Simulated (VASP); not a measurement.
## XPS shifts in Mo9W

Wanted: the chemical shifts that photoemission would resolve in Mo9W.

Main program and level: VASP 6.6.1; PBEsol; plane waves and PAW (W, Mo_sv), in the first sound run; inputs show where later runs differ.

Most raw output is cut from this account.

## (1) Set-up

The cell holds 20 atoms: 2 W and 18 Mo. Its edges and angles: a = 6.320 Å, b = 6.320 Å, c = 20.320 Å, α = 90.0°, β = 90.0°, γ = 90.0°. It derives from Mo. W replaces host atoms (quarter in the top layer, both faces). Regions: layer 1, 4 atoms (3 Mo and 1 W); layer 2, 4 atoms (4 Mo); layer 3, 4 atoms (4 Mo); other layers, 8 atoms (7 Mo and 1 W). Vacuum lies along c.

## (2) Relaxation

The free atoms are relaxed first inside the given cell, which is kept (ISIF = 0), since core levels depend on the positions.

Contents of INCAR:

```
SYSTEM = Mo9W
PREC = Normal
ENCUT = 330
EDIFF = 1E-05
NELM = 100
ISMEAR = 0
SIGMA = 0.1
LREAL = Auto
ALGO = Fast
GGA = PS
NBANDS = 163
LASPH = .TRUE.
LWAVE = .FALSE.
LCHARG = .FALSE.
NCORE = 8
IBRION = 2
NSW = 50
ISIF = 0
EDIFFG = -0.05
```

Contents of POSCAR:

```
Mo9W
1.0
    6.3200000000      0.0000000000      0.0000000000
    0.0000000000      6.3200000000      0.0000000000
    0.0000000000      0.0000000000     20.3200000000
W Mo
2 18
Selective dynamics
Direct
    0.0000000000      0.0000000000      0.6555118110  T T T
    0.0000000000      0.0000000000      0.3444881890  T T T
    0.5000000000      0.0000000000      0.6555118110  T T T
    0.0000000000      0.5000000000      0.6555118110  T T T
    0.5000000000      0.5000000000      0.6555118110  T T T
    0.2500000000      0.2500000000      0.5777559060  T T T
    0.7500000000      0.2500000000      0.5777559060  T T T
    0.2500000000      0.7500000000      0.5777559060  T T T
    0.7500000000      0.7500000000      0.5777559060  T T T
    0.0000000000      0.0000000000      0.5000000000  F F F
    0.5000000000      0.0000000000      0.5000000000  F F F
    0.0000000000      0.5000000000      0.5000000000  F F F
    0.5000000000      0.5000000000      0.5000000000  F F F
    0.2500000000      0.2500000000      0.4222440940  T T T
    0.7500000000      0.2500000000      0.4222440940  T T T
    0.2500000000      0.7500000000      0.4222440940  T T T
    0.7500000000      0.7500000000      0.4222440940  T T T
    0.5000000000      0.0000000000      0.3444881890  T T T
    0.0000000000      0.5000000000      0.3444881890  T T T
    0.5000000000      0.5000000000      0.3444881890  T T T
```

Contents of KPOINTS:

```
Automatic mesh
0
Gamma
3 3 1
0 0 0
```

Potentials, in the order of the species: W and Mo_sv (PBE family, release 64).

Run with:

```console
mpirun -np 8 vasp_std
```

The job ended after 92 s (8 MPI ranks of Intel Xeon 6975P-C (Granite Rapids), shared host; peak memory 1.1 GiB; 9.9 min of CPU time).

The PAW data sets were made with PBE, which is usual practice but a small mismatch for other functionals. The data set W keeps the semicore shell frozen, which is cheaper and a little less accurate. The run keeps the 16 symmetry operations of its start, so it cannot find a distortion of lower symmetry.

The steps of the relaxation:

```
step  energy less that of the first step (eV)  largest force (eV/Å)
   1                                   0.0000                2.1541
   2                                  -1.3102                1.0550
   3                                  -1.4740                0.5323
   4                                  -1.4796                0.5785
   5                                  -1.6473                0.4411
   6                                  -1.7729                0.2479
   7                                  -1.7732                0.2441
   8                                  -1.7807                0.1623
   9                                  -1.7866                0.0252
```

The atoms that moved most (Å):

```
atom     dx     dy      dz  length
  W1  0.000  0.000  -0.242   0.242
  W2  0.000  0.000   0.242   0.242
 Mo3  0.000  0.000  -0.203   0.203
 Mo4  0.000  0.000  -0.203   0.203
Mo18  0.000  0.000   0.203   0.203
Mo19  0.000  0.000   0.203   0.203
Mo20  0.000  0.000   0.199   0.199
 Mo5  0.000  0.000  -0.199   0.199
```

The relaxed structure:

```cif
data_structure
_symmetry_space_group_name_H-M 'P 1'
_symmetry_Int_Tables_number 1
_cell_length_a 6.3200
_cell_length_b 6.3200
_cell_length_c 20.3200
_cell_angle_alpha 90.000
_cell_angle_beta 90.000
_cell_angle_gamma 90.000
_cell_volume 811.63
loop_
_atom_site_label
_atom_site_type_symbol
_atom_site_fract_x
_atom_site_fract_y
_atom_site_fract_z
_atom_site_occupancy
W1 W 0.00000 0.00000 0.64358 1
W2 W 0.00000 0.00000 0.35642 1
Mo3 Mo 0.50000 0.00000 0.64553 1
Mo4 Mo 0.00000 0.50000 0.64553 1
Mo5 Mo 0.50000 0.50000 0.64573 1
Mo6 Mo 0.25072 0.25072 0.57840 1
Mo7 Mo 0.74928 0.25072 0.57840 1
Mo8 Mo 0.25072 0.74928 0.57840 1
Mo9 Mo 0.74928 0.74928 0.57840 1
Mo10 Mo 0.00000 0.00000 0.50000 1
Mo11 Mo 0.50000 0.00000 0.50000 1
Mo12 Mo 0.00000 0.50000 0.50000 1
Mo13 Mo 0.50000 0.50000 0.50000 1
Mo14 Mo 0.25072 0.25072 0.42160 1
Mo15 Mo 0.74928 0.25072 0.42160 1
Mo16 Mo 0.25072 0.74928 0.42160 1
Mo17 Mo 0.74928 0.74928 0.42160 1
Mo18 Mo 0.50000 0.00000 0.35447 1
Mo19 Mo 0.00000 0.50000 0.35447 1
Mo20 Mo 0.50000 0.50000 0.35427 1
```

This step gave:

```yaml
free_energy_toten: -220.5587 eV
energy_at_zero_smearing: -220.4831 eV
fermi_energy: 2.184 eV
```

The forces on the free atoms are under 0.05 eV/Å.

## (3) Initial state

The cell without a hole gives, with ICORELEVEL = 1, the Kohn-Sham core levels of the initial state.

Contents of INCAR:

```
SYSTEM = Mo9W
PREC = Normal
ENCUT = 330
EDIFF = 1E-05
NELM = 120
ISMEAR = 0
SIGMA = 0.1
LREAL = Auto
ALGO = Fast
GGA = PS
NBANDS = 163
LASPH = .TRUE.
LORBIT = 11
LWAVE = .FALSE.
LCHARG = .FALSE.
NCORE = 8
ICORELEVEL = 1
ISIF = 0
LVHAR = .TRUE.
```

Contents of POSCAR:

```
Mo9W
1.0
    6.3200000000      0.0000000000      0.0000000000
    0.0000000000      6.3200000000      0.0000000000
    0.0000000000      0.0000000000     20.3200000000
W Mo
2 18
Direct
    0.0000000000      0.0000000000      0.6435836181
    0.0000000000      0.0000000000      0.3564163819
    0.5000000000      0.0000000000      0.6455333685
    0.0000000000      0.5000000000      0.6455333685
    0.5000000000      0.5000000000      0.6457327448
    0.2507229679      0.2507229679      0.5783979177
    0.7492770321      0.2507229679      0.5783979177
    0.2507229679      0.7492770321      0.5783979177
    0.7492770321      0.7492770321      0.5783979177
    0.0000000000      0.0000000000      0.5000000000
    0.5000000000      0.0000000000      0.5000000000
    0.0000000000      0.5000000000      0.5000000000
    0.5000000000      0.5000000000      0.5000000000
    0.2507229679      0.2507229679      0.4216020823
    0.7492770321      0.2507229679      0.4216020823
    0.2507229679      0.7492770321      0.4216020823
    0.7492770321      0.7492770321      0.4216020823
    0.5000000000      0.0000000000      0.3544666315
    0.0000000000      0.5000000000      0.3544666315
    0.5000000000      0.5000000000      0.3542672552
```

KPOINTS is that of step 2.

Run with:

```console
mpirun -np 8 vasp_std
```

Wall time 28 s (8 MPI ranks); peak memory 1.1 GiB.

These are scalar-relativistic Kohn-Sham levels of the ground state, with no core hole, so they are not binding energies.

Numbers from this step:

| Property | Result |
| --- | --- |
| energy at zero smearing | -220.4830 eV |

The two shallowest core shells; atoms whose shallowest level rounds to another's at 0.01 eV are left out. Core levels, by row:

```
atom  shell  level below the Fermi level (eV)
  W1     5p                             38.07
  W1     4f                             28.22
 Mo3     3p                             375.8
 Mo3     3d                             217.6
 Mo5     3p                             375.8
 Mo5     3d                             217.6
 Mo6     3p                               376
 Mo6     3d                             217.8
Mo10     3p                             376.3
Mo10     3d                             218.1
Mo11     3p                             376.2
Mo11     3d                               218
Mo13     3p                             376.2
Mo13     3d                             218.1
```

## (4) Core hole, atom Mo5

This step: final-state core hole with the electron kept at the Fermi level, PBEsol; plane waves and PAW (Mo_sv, W, Mo_sv) (VASP 6.6.1).

System of this step: Mo9W. The cell holds 20 atoms: 18 Mo and 2 W. Its edges and angles: a = 6.320 Å, b = 6.320 Å, c = 20.320 Å, α = 90.0°, β = 90.0°, γ = 90.0°. It derives from Mo. W replaces host atoms (quarter in the top layer, both faces). Vacuum lies along c.

A core electron of Mo5 (3d) is moved to the Fermi level; this atom comes first in POSCAR as a species of its own.

Edit INCAR of step 3 so:

```diff
@@ -12,3 +12,2 @@
 LASPH = .TRUE.
-LORBIT = 11
 LWAVE = .FALSE.
@@ -16,4 +15,7 @@
 NCORE = 8
-ICORELEVEL = 1
+ICORELEVEL = 2
+CLNT = 1
+CLN = 3
+CLL = 2
+CLZ = 1
 ISIF = 0
-LVHAR = .TRUE.
```

Edit POSCAR of step 3 so:

```diff
@@ -5,5 +5,6 @@
     0.0000000000      0.0000000000     20.3200000000
-W Mo
-2 18
+Mo W Mo
+1 2 17
 Direct
+    0.5000000000      0.5000000000      0.6457327448
     0.0000000000      0.0000000000      0.6435836181
@@ -12,3 +13,2 @@
     0.0000000000      0.5000000000      0.6455333685
-    0.5000000000      0.5000000000      0.6457327448
     0.2507229679      0.2507229679      0.5783979177
```

KPOINTS is that of step 3.

PAW data sets: Mo_sv, W and Mo_sv (PBE family, release 64).

Run with:

```console
mpirun -np 8 vasp_std
```

Wall time 59 s (8 MPI ranks); peak memory 1.1 GiB.

This run has no spin polarisation.

This step gave:

```yaml
free_energy_toten: -467.3369 eV
energy_at_zero_smearing: -467.2549 eV
fermi_energy: 2.147 eV
```

This is the reference for holes on Mo.

## (5) Core hole, atom Mo4

The same hole on the next atom.

INCAR is that of step 4.

Edit POSCAR of step 4 so:

```diff
@@ -8,3 +8,3 @@
 Direct
-    0.5000000000      0.5000000000      0.6457327448
+    0.0000000000      0.5000000000      0.6455333685
     0.0000000000      0.0000000000      0.6435836181
@@ -12,3 +12,3 @@
     0.5000000000      0.0000000000      0.6455333685
-    0.0000000000      0.5000000000      0.6455333685
+    0.5000000000      0.5000000000      0.6457327448
     0.2507229679      0.2507229679      0.5783979177
```

KPOINTS is that of step 4.

Run with:

```console
mpirun -np 8 vasp_std
```

Elapsed: 64 s, on 8 MPI ranks; peak memory 1.1 GiB.

Against the hole on Mo5 the energy differs by +0.02 eV.

## (6) Core hole, atom Mo6

INCAR is that of step 5.

Edit POSCAR of step 5 so:

```diff
@@ -8,3 +8,3 @@
 Direct
-    0.0000000000      0.5000000000      0.6455333685
+    0.2507229679      0.2507229679      0.5783979177
     0.0000000000      0.0000000000      0.6435836181
@@ -12,4 +12,4 @@
     0.5000000000      0.0000000000      0.6455333685
+    0.0000000000      0.5000000000      0.6455333685
     0.5000000000      0.5000000000      0.6457327448
-    0.2507229679      0.2507229679      0.5783979177
     0.7492770321      0.2507229679      0.5783979177
```

KPOINTS is that of step 5.

Run with:

```console
mpirun -np 8 vasp_std
```

Wall time 29 s (8 MPI ranks); peak memory 1.1 GiB; 3.7 min of CPU time.

Against the hole on Mo5 the energy differs by +0.54 eV.

## (7) Summary

This step: core-level shifts, PBEsol; plane waves and PAW (VASP 6.6.1).

Derived from the runs above.

A positive shift is a higher binding energy. Cost is wall time times ranks on a shared host. Core-level shifts:

```
atom   region  shell  Kohn-Sham level below the Fermi level (eV)  initial-state shift (eV)  final-state shift (eV)  shifts are from  cost (core minutes)
 Mo5  layer 1     3d                                       217.6                         0                       0              Mo5                 7.87
 Mo4  layer 1     3d                                       217.6                    0.0242                 0.01564              Mo5                 8.53
 Mo6  layer 2     3d                                       217.8                    0.1634                  0.5443              Mo5                 3.87
```

## (8) Summary of results

| Item | Value |
| --- | --- |
| Mo4 3d (layer 1), from Mo5 | initial state +0.02 eV, final state +0.02 eV |
| Mo6 3d (layer 2), from Mo5 | initial state +0.16 eV, final state +0.54 eV |

**Reading.** Against Mo5, Mo4 is shifted by +0.02 eV in the initial state and by +0.02 eV with the hole; against Mo5, Mo6 is shifted by +0.16 eV in the initial state and by +0.54 eV with the hole (energies extrapolated to zero smearing). Only these atoms were given a hole, so other sites aren't ranked. The difference of the two pictures holds the screening of the hole, but also the cell's limits: holes repeat 6.3 Å apart, and the electron from the core stays in the cell, where it moves the Fermi energy by -0.04 to -0.03 eV; that is about as much as the final-state shift of Mo4, or more, so there size and sign aren't settled. Cell size, mesh and smearing weren't varied between the hole runs, and no dipole correction was applied to the slab. The other core electrons are frozen, spin-orbit splitting and multiplets are absent, and only shifts between atoms of one element are meaningful. Not tabulated here, as repeats of values shown or as unfit to read for their mesh, reference level or band range: core levels (core hole).

[Lines on the potential files, build, host, timing and source positions are cut from VASP's logs without a mark.]

[Logs are printed without paths, hosts, clocks, repeated set-up lines and the standing remarks that a program may print on its own settings, such as how far it seeks lower states.]

[Hosts, paths, dates, database ids (printed as entryN), source tags and the programs' standing remarks are cut or masked in the printed files.]
